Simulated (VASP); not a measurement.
Input:

```xyz
2
Lattice="-3.0439 3.0439 1.7180 3.0439 -3.0439 1.7180 3.0439 3.0439 -1.7180" Properties=species:S:1:pos:R:3 pbc="T T T"
Pm     0.0000     3.0439     0.8590
Pm    -3.0439     3.0439     1.7180
```

All values below come from PBEsol GGA, VASP's PBE PAW potentials (set 64) (plane waves; VASP 6.6.1). Run with 480 eV cut-off, 12×12×12 Γ-centred mesh, first-order Methfessel-Paxton smearing of 0.10 eV, potentials Pm_3.

The 4f electrons are frozen in the core of the lanthanide potential, so 4f levels, which can set the real gap, and their magnetism are missing. Energy and stress use the plane-wave basis of the starting cell.

Problem. The ions, cell shape and volume at an external pressure of 30.0 GPa are relaxed. What does this cell relax into?

Solution. 
```xyz
2
Lattice="-2.6194 2.6194 1.5665 2.6194 -2.6194 1.5665 2.6194 2.6194 -1.5665" Properties=species:S:1:pos:R:3 pbc="T T T"
Pm     0.0000     2.6194     0.7832
Pm     2.6194     2.6194    -1.5665
```
Space group I4_1/amd (141), at a tolerance of 0.03 Å.

Problem. How do energy and volume change from the first to the last step?

Solution. The energy (σ→0) changes by +681.3 meV/atom and the volume by -32.5 %, in 10 ionic steps.

```
step  E(σ→0) (eV)  max force (eV/Å)  pressure (GPa)  volume (Å³)
----  -----------  ----------------  --------------  -----------
1         -9.5160             0.000            0.05        63.67
2          7.4559             0.000          375.84        23.07
3         -8.4739             0.000           24.12        45.14
4         -8.3365             0.000           26.55        44.27
5         -8.1352             0.000           29.95        43.13
6         -8.1308             0.000           30.46        42.89
7         -8.1184             0.000           30.65        42.81
8         -8.1170             0.000           30.68        42.80
9         -8.2144             0.000           28.90        43.32
10        -8.1533             0.000           30.02        42.99
```

The structure was generated: Pm was put into the beta-Sn type (I4_1/amd), which need not be its known phase. This run relaxes it under an external pressure of 30 GPa. Symmetry was kept, so distortions that lower it aren't found.
